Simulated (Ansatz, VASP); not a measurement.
**MgS (Niningerite): VASP beside Ansatz**

Aim: how closely do two programs agree when they are given the same cell, functional and k mesh? The cell is a member of a volume series, scaled by 1.03 from a relaxed one, so a pressure remains.

Method: plane waves, with VASP 6.6.1 beside it; single point at PBEsol and single point at r2SCAN, in Ansatz 0.2.0.

## Step 1: The starting structure

It takes space group Fm-3m (No. 225, cubic). Conventional cell: a = 5.229 Å, b = 5.229 Å, c = 5.229 Å, α = 90.00°, β = 90.00°, γ = 90.00°. S has 6 Mg at 2.61 Å nearest. Nearest to Mg lie 6 S at 2.61 Å. Farther neighbours and most contacts between anions are not listed.

## Step 2: Ansatz: single point, PBEsol, volume scaled by 1.03

Ansatz runs on its default PAW (the set named soft_2) files.

A single point gives forces, pressure and levels at one fixed geometry, so differences don't come from the geometry; what else differs is listed under the comparison.

input.yaml reads:

```yaml
crystal:
  lattice:
    - [0.0, 2.61441888, 2.61441888]
    - [2.61441888, 0.0, 2.61441888]
    - [2.61441888, 2.61441888, 0.0]
  atoms:
    - { symbol: S, position: [0.5, 0.5, 0.5] }
    - { symbol: Mg, position: [0.0, 0.0, 0.0] }
hamiltonian:
  xc: pbesol
  pseudopotentials: { kind: paw }
kpoints:
  mp_grid: { grid: [8, 8, 8] }
scf:
  occupations: { method: gaussian, width: 0.03 }
  n_extra_bands: 4
output:
  forces: true
  stress: true
  eigenvalues: true
```

Started as:

```sh
ansatz run input.yaml --threads 2 --pin off --max-ram 4608MiB --backend cpu --events-out ev --progress --plain --runs-dir out
```

Numbers of over 12 decimals in the logs are rounded to 6 here.

The log of the run:

```text
scf.n_extra_bands = 4 over 8 filled bands (N_el = 16.0): the run solves 12 bands
Engine: ansatz 0.2.0, aarch64-unknown-linux-gnu
Pseudopotentials: kind: paw
Pseudopotential: S, paw, valence charge 6, recommended cutoff 420 eV (normal), S.paw.azcp
Pseudopotential: Mg, paw, valence charge 10, recommended cutoff 420 eV (normal), Mg.paw.azcp
Functional definition: PBEsol
  exchange = pbesol_x
  correlation = pbesol_c
Crystal: 2 atoms, lattice volume = 35.740 Å³
Basis set: ecut = 420 eV, 725 PW (Γ), exchange–correlation on 50×50×50 points (8 copies of the dense FFT grid, shifted against one another)
Bands: 12, of which v1, the nominal top of the filled ones, is band 8 counted from 1 (7 counted from 0)
Symmetry: 48 space group operations
Space group: Fm-3m (ITA 225), of the structure as read, at distance tolerance 3.3e-5 Å
k-points: 29 of 512
Non-local potential: S, projectors of the file, l = 0: 2, l = 1: 2, l = 2: 2
Non-local potential: Mg, projectors of the file, l = 0: 3, l = 1: 2, l = 2: 1
PAW form: soft (Blöchl's): semilocal exchange-correlation on the pseudo side does not see the compensation charge
PAW frozen core: S, regenerated for the run's functional, and the local potential with it (the file was generated under x = pbe(κ = 0.804, μ = 0.219515), c = pbe(β = 0.066725))
PAW frozen core: Mg, regenerated for the run's functional, and the local potential with it (the file was generated under x = pbe(κ = 0.804, μ = 0.219515), c = pbe(β = 0.066725))
PAW one-centre angular grid: S, 110 points (default); XC on 64 Gauss nodes
PAW one-centre angular grid: Mg, 110 points (default); XC on 64 Gauss nodes
Initial density: superposition of atomic densities (neutral atoms: chi_scale 0, normalization atom), corrected by the library's trained network
Initial wavefunctions: pseudopotential atomic-orbital guess
Functional: x = pbesol(κ = 0.804, μ = 0.123457), c = pbesol(β = 0.046)
SCF iter   1: F=—  HF=-2799.914442 eV  |F-HF|=—  |Δ(HF+E_count)|=         —  Δρ=3.80e-3  dr2=7.35e-3  ethr=1.77e-3  ⟨swp⟩=6.7  Hψ=2087  notcnv=0
preconditioner: auto → none  [insulator: Δε(μ)=2.607 eV  Ē_g=11.559 eV  σ=0.030 eV  W_gap=1.00  n_scr=8 (ndim 8)  ℏωp=17.6 eV  f_vac=0.000  D(μ)=0.00/eV (n_scr^D=0)  ε∞_Penn≈3.3]
SCF iter   2: F=—  HF=-2799.911572 eV  |F-HF|=—  |Δ(HF+E_count)|=   2.87e-3  Δρ=1.11e-3  dr2=2.91e-4  ethr=4.59e-5  ⟨swp⟩=2.0  Hψ=793  notcnv=0
SCF iter   3: F=—  HF=-2799.911575 eV  |F-HF|=—  |Δ(HF+E_count)|=   2.74e-6  Δρ=3.83e-4  dr2=3.02e-5  ethr=1.82e-6  ⟨swp⟩=2.3  Hψ=545  notcnv=0
SCF iter   4: F=—  HF=-2799.911598 eV  |F-HF|=—  |Δ(HF+E_count)|=   2.29e-5  Δρ=4.66e-5  dr2=4.55e-7  ethr=1.89e-7  ⟨swp⟩=1.0  Hψ=348  notcnv=0
iter 5 did not close the SCF: its close was put off for the readings that it lacked (scf_convergence_deferred on its scf_iter line)
SCF iter   5: F=-2799.911598 eV  HF=-2799.911598 eV  |F-HF|=1.67e-9  |Δ(HF+E_count)|=   2.62e-7  Δρ=4.00e-6  dr2=1.81e-9  ethr=2.84e-9  ⟨swp⟩=2.1  Hψ=516  notcnv=0
SCF iter   6: F=-2799.911598 eV  HF=-2799.911598 eV  |F-HF|=3.77e-11  |Δ(HF+E_count)|=   1.63e-9  Δρ=4.07e-7  dr2=6.00e-11  ethr=1.13e-11  ⟨swp⟩=2.0  Hψ=1033  notcnv=0
SCF 1 converged in 6 iterations: F = -2799.911598 eV  dr2 = 6.00e-11
  greatest PAW one-centre occupation: 1.000 electrons in one spin orbital (limit 2), on the Mg atom at site 1 (counted from 0), in its partial waves of l = 0
SCF converged after 6 iterations
Free energy (F): -2799.911598 eV
Harris-Foulkes:  -2799.911598 eV  (|F-HF|=3.77e-11)
Internal energy: -2799.911598 eV  (E = F + TS)
E sigma→0 (E₀):  -2799.911598 eV
Fermi energy:    7.501902 eV
--- Per-component energies (eV) ---
  E_band       = -333.455886
  E_kinetic    = 184.460215
  E_local      = -1673.015158  (includes V_loc(G=0)·N_el)
  E_nonlocal   = 124.232744
  E_hartree    = 594.799932
  E_xc         = -126.114992
  E_vxc        = -126.317112  (∫ρ·V_xc dr)
  E_paw        = -865.752780  (= ΣΔE_a)
  E_vpaw       = -32.416502  (= ΣTr[D̂ρ^β])
  E_aug_tail   = -0.000001  (compensation charges beyond the density's cutoff)
  E_ewald      = -1038.642371
  E_core_change = 0.120812  (= ΣΔE_core)
  E_smearing   = -0.000000  (= −TS)
  E_closure    = 0.000000  (closes the sum)
  Σ components = -2799.911598   (vs F -2799.911598, Δ=0.00e0)
--- Forces (eV/Å), atoms counted from 1 ---
  atom   1  S      0.00000000     0.00000000    -0.00000000
  atom   2  Mg    -0.00000000    -0.00000000     0.00000000
  max |Σ_I F_I| component: 4.03e-30 eV/Å
--- Stress (GPa, compression-positive) ---
       -1.993713       0.000000      -0.000000
        0.000000      -1.993713       0.000000
        0.000000       0.000000      -1.993713
  P = ⅓ Tr σ = -1.9937 GPa (-19.937 kbar)
--- Band table (eV; the first three rows and the last of 29) ---
  k-point 0: bands = [... 4 lower, -6.4317, 6.1655, 6.1655, 6.1655, 9.6465, 13.9878, 13.9878, 13.9878]
  k-point 1: bands = [... 4 lower, -6.2817, 5.1065, 6.0660, 6.0660, 10.4636, 13.6550, 14.2303, 14.2303]
  k-point 2: bands = [... 4 lower, -5.8765, 3.3560, 5.8490, 5.8490, 10.9359, 13.8523, 13.8523, 14.2762]
  k-point 28: bands = [... 4 lower, -4.7332, 2.9526, 2.9526, 3.8159, 11.3080, 13.9566, 13.9566, 14.0676]
```

The job ended after 1 s (2 threads of Arm Neoverse N1, shared host; peak memory 0.24 GiB; 1.7 s of CPU time).

The run ends at a pressure of -1.99 GPa.

## Step 3: VASP: single point, PBEsol, volume scaled by 1.03

The same cell, functional, mesh and smearing now go to VASP, with its own data sets and cutoff.

Lines of VASP's logs that name or quote its potential files are left out, and so is its time.

The input asks for a relaxation, which ended at its first step since no free force or stress exceeded the threshold; so it serves as a single point.

INCAR reads:

```
SYSTEM = MgS
PREC = Accurate
ENCUT = 500
EDIFF = 1E-07
NELM = 100
ISMEAR = 0
SIGMA = 0.03
LREAL = .FALSE.
ALGO = Normal
GGA = PS
NBANDS = 10
LORBIT = 11
LWAVE = .FALSE.
LCHARG = .FALSE.
KPAR = 4
IBRION = 2
NSW = 50
ISIF = 4
EDIFFG = -0.002
```

POSCAR reads:

```
MgS
1.0
    0.0000000000      2.6144188819      2.6144188819
    2.6144188819      0.0000000000      2.6144188819
    2.6144188819      2.6144188819      0.0000000000
S Mg
1 1
Direct
    0.5000000000      0.5000000000      0.5000000000
    0.0000000000      0.0000000000      0.0000000000
```

KPOINTS reads:

```
Automatic mesh
0
Gamma
8 8 8
0 0 0
```

Potentials, in the order of the species: S and Mg (PBE family, release 64).

Started as:

```sh
mpirun -np 4 vasp_std
```

The log of the run:

```text
[banner, memory and clock lines left out]
running    4 mpi-ranks, on    1 nodes
 distrk:  each k-point on    1 cores,    4 groups
 distr:  one band on    1 cores,    1 groups

 POSCAR found type information on POSCAR S Mg
 POSCAR found :  2 types and       2 ions
|                                                                             |
|               ----> ADVICE to this user running VASP <----                  |
|                                                                             |
|     You enforced a specific xc type in the INCAR file but a different       |
|     [... a line on the potential file left out ...]
|     I HOPE YOU KNOW WHAT YOU ARE DOING!                                     |
|                                                                             |

 LDA part: xc-table for (Slater+PW92), standard interpolation
 POSCAR, INCAR and KPOINTS ok, starting setup
 FFT: planning ... GRIDC
 FFT: planning ... GRID_SOFT
 FFT: planning ... GRID
 WAVECAR not read
 entering main loop
       N       E                     dE             d eps       ncg     rms          rms(c)
DAV:   1     0.197860137206E+02    0.19786E+02   -0.34877E+03   604   0.624E+02
DAV:   2    -0.814491407495E+01   -0.27931E+02   -0.26499E+02   708   0.996E+01
DAV:   3    -0.943548279964E+01   -0.12906E+01   -0.12878E+01   750   0.235E+01
DAV:   4    -0.944353742357E+01   -0.80546E-02   -0.80531E-02   702   0.204E+00
DAV:   5    -0.944357952137E+01   -0.42098E-04   -0.42097E-04   720   0.151E-01    0.404E+00
DAV:   6    -0.911201213152E+01    0.33157E+00   -0.74381E-01   624   0.357E+00    0.304E+00
DAV:   7    -0.907095799089E+01    0.41054E-01   -0.19111E-01   666   0.196E+00    0.190E+00
DAV:   8    -0.906812363941E+01    0.28344E-02   -0.10949E-02   646   0.648E-01    0.727E-01
DAV:   9    -0.906788460188E+01    0.23904E-03   -0.57232E-04   652   0.140E-01    0.311E-01
DAV:  10    -0.906787182047E+01    0.12781E-04   -0.15576E-04   664   0.594E-02    0.156E-02
DAV:  11    -0.906787276320E+01   -0.94273E-06   -0.17620E-06   696   0.916E-03    0.176E-02
DAV:  12    -0.906787256355E+01    0.19965E-06   -0.17499E-07   614   0.239E-03    0.514E-03
DAV:  13    -0.906787244950E+01    0.11405E-06   -0.10399E-07   338   0.146E-03    0.164E-04
DAV:  14    -0.906787244932E+01    0.18377E-09   -0.36086E-09   332   0.477E-04
   1 F= -.90678724E+01 E0= -.90678724E+01  d E =-.906787E+01
 curvature:   0.00 expect dE= 0.000E+00 dE for cont linesearch  0.000E+00
 trial: gam= 0.00000 g(F)=  0.182E-60 g(S)=  0.123E-32 ort = 0.000E+00 (trialstep = 0.100E+01)
 search vector abs. value=  0.100E-09
 reached required accuracy - stopping structural energy minimisation
```

OUTCAR, selected parts (step 3):

```text
ion  position               nearest neighbor table
   1  0.500  0.500  0.500-   2 2.61   2 2.61   2 2.61   2 2.61   2 2.61   2 2.61
   2  0.000  0.000  0.000-   1 2.61   1 2.61   1 2.61   1 2.61   1 2.61   1 2.61

  LATTYP: Found a face centered cubic cell.
 ALAT       =     5.2288377638

 Subroutine GETGRP returns: Found 48 space group operations
 (whereof 48 operations were pure point group operations)

The static configuration has the point symmetry O_h .

 Found     29 irreducible k-points:

   k-points           NKPTS =     29   k-points in BZ     NKDIM =     29   number of bands    NBANDS=     10

   dimension x,y,z NGX =    28 NGY =   28 NGZ =   28
   dimension x,y,z NGXF=    56 NGYF=   56 NGZF=   56

   ENCUT  =  500.0 eV  36.75 Ry    6.06 a.u.   6.74  6.74  6.74*2*pi/ulx,y,z

   NELECT =       8.0000    total number of electrons

 k-points in reciprocal lattice and weights: Automatic mesh
   0.00000000  0.00000000  0.00000000       0.002
   0.12500000  0.00000000  0.00000000       0.016
   0.25000000  0.00000000  0.00000000       0.016
   0.37500000  0.00000000  0.00000000       0.016
   0.50000000  0.00000000  0.00000000       0.008
   0.12500000  0.12500000  0.00000000       0.012
   0.25000000  0.12500000  0.00000000       0.047
   0.37500000  0.12500000  0.00000000       0.047
   0.50000000  0.12500000  0.00000000       0.047
[...]
-0.37500000  0.50000000  0.12500000       0.023
  -0.25000000  0.50000000  0.25000000       0.012

 average (electrostatic) potential at core
       1 -86.3250       2 -36.7121

 E-fermi :   3.7526

 k-point     1 :       0.0000    0.0000    0.0000
  band No.  band energies     occupation
      1      -9.0547      2.00000
      2       3.5452      2.00000
      3       3.5452      2.00000
      4       3.5452      2.00000
      5       7.0248      0.00000
      6      11.4080      0.00000
      7      11.4080      0.00000
      8      11.4080      0.00000
      9      13.8397      0.00000
    ...

 k-point     2 :       0.1250    0.0000    0.0000
  band No.  band energies     occupation
      1      -8.9055      2.00000
      2       2.4845      2.00000
      3       3.4452      2.00000
      4       3.4452      2.00000
      5       7.8427      0.00000
      6      11.0659      0.00000
      7      11.6525      0.00000
      8      11.6525      0.00000
      9      13.1752      0.00000
    ...

 k-point     3 :       0.2500    0.0000    0.0000
  band No.  band energies     occupation
      1      -8.5022      2.00000
      2       0.7320      2.00000
      3       3.2276      2.00000
      4       3.2276      2.00000
      5       8.3197      0.00000
      6      11.2678      0.00000
      7      11.2678      0.00000
      8      11.6765      0.00000
      9      13.7347      0.00000
    ...

  Total       -0.4903410     -0.4903410     -0.4903410      0.0000000      0.0000000      0.0000000
  in kB      -21.9812936    -21.9812936    -21.9812936      0.0000000      0.0000000      0.0000000
  external PRESSURE =     -21.9812936 kB  Pullay stress =       0.0000000 kB

  energy-cutoff  :      500.00
  volume of cell :       35.74
      direct lattice vectors                 reciprocal lattice vectors
     0.000000000  2.614418882  2.614418882    -0.191247089  0.191247089  0.191247089
     2.614418882  0.000000000  2.614418882     0.191247089 -0.191247089  0.191247089
     2.614418882  2.614418882  0.000000000     0.191247089  0.191247089 -0.191247089

 POSITION                                       TOTAL-FORCE (eV/Angst)
 -----------------------------------------------------------------------------------
      2.61442      2.61442      2.61442         0.000000      0.000000     -0.000000
      0.00000      0.00000      0.00000        -0.000000     -0.000000      0.000000
 -----------------------------------------------------------------------------------
    total drift:                                0.000000      0.000000      0.000000

  FREE ENERGIE OF THE ION-ELECTRON SYSTEM (eV)
  ---------------------------------------------------
  free  energy   TOTEN  =        -9.0678724493 eV

  energy  without entropy=       -9.0678724493  energy(sigma->0) =       -9.06787245

 reached required accuracy - stopping structural energy minimisation

 total charge
# of ion       s       p       d       tot
------------------------------------------
    1        1.309   2.471   0.000   3.780
    2        0.136   0.126   0.038   0.300
--------------------------------------------------
tot          1.445   2.597   0.038   4.080

[... 3 further parts left out ...]
```

## Step 4: Comparison

Known differences besides the potentials themselves: the data sets hold 16 valence electrons in Ansatz (default PAW (the set named soft_2) files) and 8 in VASP; the cutoff is 420 eV in Ansatz and 500 eV in VASP; Ansatz makes its cores anew for this functional, VASP keeps those of its PBE data sets; VASP leaves aspherical gradient terms in its spheres out (LASPH is not set), Ansatz keeps them. Total energies have different zeros and are not compared.

Compared:

```
              quantity  Ansatz   VASP  difference
        pressure (GPa)   -1.99  -2.20       +0.20
gap on the k mesh (eV)   2.673  2.674      -0.001
```

A gap on the mesh is an upper bound, since the band edges may lie between its points.

## Step 5: Other set-ups

Further runs change the set-up of one program: Ansatz's method, potentials or start, or VASP's data sets, cutoff or form of LDA. The table gives Ansatz less VASP for each quantity, since a change that brings one quantity closer may part another.

```
                              run  pressure (GPa)  gap on the k mesh (eV)
                         as above            0.20                 -9.8e-4
Ansatz's all-electron LAPW method            0.18                  6.7e-4
```

## Step 6: Ansatz: single point, r2SCAN, volume scaled by 0.985

With cell and atoms fixed, the geometry can't cause a difference; cores, projectors, grids and the points listed under the comparison can. The cell compared in this pair holds 34.48 Å³, against 35.74 Å³ for the pair before.

The cell is a member of a volume series, scaled by 0.985 from a relaxed one, so a pressure remains.

input.yaml, the sections that differ from step 2:

```yaml
crystal:
  lattice:
    - [0.0, 2.58327801, 2.58327801]
    - [2.58327801, 0.0, 2.58327801]
    - [2.58327801, 2.58327801, 0.0]
  atoms:
    - { symbol: S, position: [0.5, 0.5, 0.5] }
    - { symbol: Mg, position: [0.0, 0.0, 0.0] }
hamiltonian:
  xc: r2scan
  pseudopotentials: { kind: paw }
# kpoints, scf, output: as in step 2
```

Started as:

```sh
ansatz run input.yaml --threads 2 --pin off --max-ram 4608MiB --backend cpu --events-out ev --progress --plain --runs-dir out
```

The log of the run:

```text
[...]
Crystal: 2 atoms, lattice volume = 34.478 Å³
Basis set: ecut = 500 eV, 893 PW (Γ), exchange–correlation on 108×108×108 points (64 copies of the dense FFT grid, shifted against one another)
Bands: 12, of which v1, the nominal top of the filled ones, is band 8 counted from 1 (7 counted from 0)
Symmetry: 48 space group operations
[...]
k-points: 29 of 512
[...]
--- Band table (eV; the first three rows and the last of 29) ---
  k-point 0: bands = [... 4 lower, -6.9046, 6.4073, 6.4073, 6.4073, 11.2288, 14.8731, 14.8731, 14.8731]
  k-point 1: bands = [... 4 lower, -6.7430, 5.3802, 6.2964, 6.2964, 11.9692, 14.6389, 15.1453, 15.1453]
  k-point 2: bands = [... 4 lower, -6.3058, 3.5564, 6.0543, 6.0543, 12.1950, 14.8267, 14.8267, 15.6624]
  k-point 28: bands = [... 4 lower, -5.0640, 3.0352, 3.0352, 4.0015, 12.4086, 15.0320, 15.0320, 15.2971]
[key lines of the parts left out:]
SCF converged after 6 iterations
Free energy (F): -2835.572072 eV
Fermi energy:    8.160876 eV
P = ⅓ Tr σ = 1.7614 GPa (17.614 kbar)
```

Elapsed: 2.3 s, on 2 threads; peak memory 0.32 GiB.

The run ends at a pressure of 1.76 GPa.

## Step 7: VASP: single point, r2SCAN, volume scaled by 0.985

The same cell, functional, mesh and smearing now go to VASP, with its own data sets and cutoff.

The input asks for a relaxation, which ended at its first step since no free force or stress exceeded the threshold; so it serves as a single point.

INCAR reads:

```
SYSTEM = MgS
PREC = Accurate
ENCUT = 500
EDIFF = 1E-06
NELM = 100
ISMEAR = 0
SIGMA = 0.03
LREAL = .FALSE.
ALGO = Normal
METAGGA = R2SCAN
LASPH = .TRUE.
NBANDS = 10
LORBIT = 11
LWAVE = .FALSE.
LCHARG = .FALSE.
KPAR = 4
IBRION = 2
NSW = 30
ISIF = 4
EDIFFG = -0.01
```

POSCAR reads:

```
MgS
1.0
    0.0000000000      2.5832780146      2.5832780146
    2.5832780146      0.0000000000      2.5832780146
    2.5832780146      2.5832780146      0.0000000000
S Mg
1 1
Direct
    0.5000000000      0.5000000000      0.5000000000
    0.0000000000      0.0000000000      0.0000000000
```

KPOINTS is that of step 3.

Started as:

```sh
mpirun -np 4 vasp_std
```

The log of the run:

```text
[banner, memory and clock lines left out]
running    4 mpi-ranks, on    1 nodes
[...]
[... a notice as in an earlier step ...]

 LDA part: xc-table for (None), standard interpolation
 POSCAR, INCAR and KPOINTS ok, starting setup
[...]
entering main loop
       N       E                     dE             d eps       ncg     rms          rms(c)
DAV:   1     0.155929956332E+02    0.15593E+02   -0.36553E+03   580   0.652E+02
DAV:   2    -0.156990122278E+02   -0.31292E+02   -0.30223E+02   724   0.109E+02
DAV:   3    -0.170766274670E+02   -0.13776E+01   -0.13753E+01   744   0.254E+01
DAV:   4    -0.170843801537E+02   -0.77527E-02   -0.77520E-02   706   0.223E+00
[...]
DAV:  11    -0.155083660086E+02   -0.20065E-05   -0.24932E-06   656   0.122E-02    0.105E-02
DAV:  12    -0.155083649456E+02    0.10630E-05   -0.12870E-07   342   0.226E-03    0.258E-03
DAV:  13    -0.155083649023E+02    0.43329E-07   -0.24957E-08   320   0.112E-03
   1 F= -.15508365E+02 E0= -.15508365E+02  d E =-.155084E+02
[...]
reached required accuracy - stopping structural energy minimisation
```

OUTCAR, selected parts (step 7):

```text
  Total        0.2734563      0.2734563      0.2734563      0.0000000      0.0000000      0.0000000
  in kB       12.7073517     12.7073517     12.7073517      0.0000000      0.0000000      0.0000000
  external PRESSURE =      12.7073517 kB  Pullay stress =       0.0000000 kB

 POSITION                                       TOTAL-FORCE (eV/Angst)
 -----------------------------------------------------------------------------------
      2.58328      2.58328      2.58328         0.000000      0.000000     -0.000000
      0.00000      0.00000      0.00000        -0.000000     -0.000000      0.000000
 -----------------------------------------------------------------------------------
    total drift:                                0.000000      0.000000      0.000000

  FREE ENERGIE OF THE ION-ELECTRON SYSTEM (eV)
  ---------------------------------------------------
  free  energy   TOTEN  =       -15.5083649023 eV

  energy  without entropy=      -15.5083649023  energy(sigma->0) =      -15.50836490

[... 2 parts as in an earlier step ...]

[... 2 further parts left out ...]
[key lines of the parts left out:]
E-fermi :   3.8921
```

[end of part 1 of 2]

[Lines on the potential files, build, host, timing and source positions are cut from VASP's logs without a mark.]

[Logs are printed without paths, hosts, clocks, repeated set-up lines and the standing remarks that a program may print on its own settings, such as how far it seeks lower states.]

[Hosts, paths, dates, database ids (printed as entryN), source tags and the programs' standing remarks are cut or masked in the printed files.]
